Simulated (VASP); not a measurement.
```
MoSe2
1.0
    1.66675    -2.88689     0.00000
    1.66675     2.88689     0.00000
    0.00000     0.00000    13.17735
Mo Se
2 4
Direct
  0.33333   0.66667   0.25000
  0.66667   0.33333   0.75000
  0.33333   0.66667   0.87731
  0.66667   0.33333   0.37731
  0.66667   0.33333   0.12269
  0.33333   0.66667   0.62269
```

All values below come from optB88-vdW, VASP's PBE PAW potentials (set 64) (plane waves; VASP 6.6.1). Settings: 520 eV cut-off, 9×9×2 Γ-centred mesh, tetrahedra with Blöchl corrections, potentials Mo_sv Se.

### Question
Estimate the energy per atom (σ→0).

### Answer

The energy per atom (σ→0) comes out as -4.503 eV/atom.

Only differences to runs with the same potentials and settings are physical.

The compound is MoSe2 in the 2H layered structure. It was relaxed first.
